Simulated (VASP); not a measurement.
Consider the following.

```yaml
crystal:
  lattice:
    - [1.44531, -2.50336, 0.00000]
    - [1.44531, 2.50336, 0.00000]
    - [0.00000, 0.00000, 2.81625]
  atoms:
    - { symbol: W, position: [0.00000, 0.00000, 0.00000] }
    - { symbol: C, position: [0.33333, 0.66667, 0.50000] }
```

Method: LDA (Ceperley-Alder, Perdew-Zunger), VASP's LDA PAW potentials (set 64) (plane waves; VASP). Numerical set-up: 520 eV cut-off, Gaussian smearing of 0.050 eV, potentials W_sv C.

Give the energies of bands 6 to 12 at the high-symmetry points, in eV from the Fermi level.

| band | Γ | M | K | A | L | H |
|---|---|---|---|---|---|---|
| 6 | -4.40 | -7.01 | -6.61 | -8.68 | -6.52 | -7.35 |
| 7 | -3.40 | -3.65 | -4.55 | -2.06 | -4.40 | -5.40 |
| 8 | -3.40 | -3.63 | -3.48 | -2.06 | -4.11 | -1.49 |
| 9 | 0.17 | -0.41 | 0.62 | -0.61 | 0.42 | -0.62 |
| 10 | 3.30 | 2.39 | 1.00 | -0.61 | 4.53 | 4.52 |
| 11 | 3.30 | 4.62 | 2.08 | 3.79 | 5.46 | 6.65 |
| 12 | 5.74 | 5.00 | 3.34 | 4.57 | 6.88 | 7.78 |

It has no gap at this level: it comes out as a metal or semimetal.

The compound is WC in the wc structure. It was relaxed first.
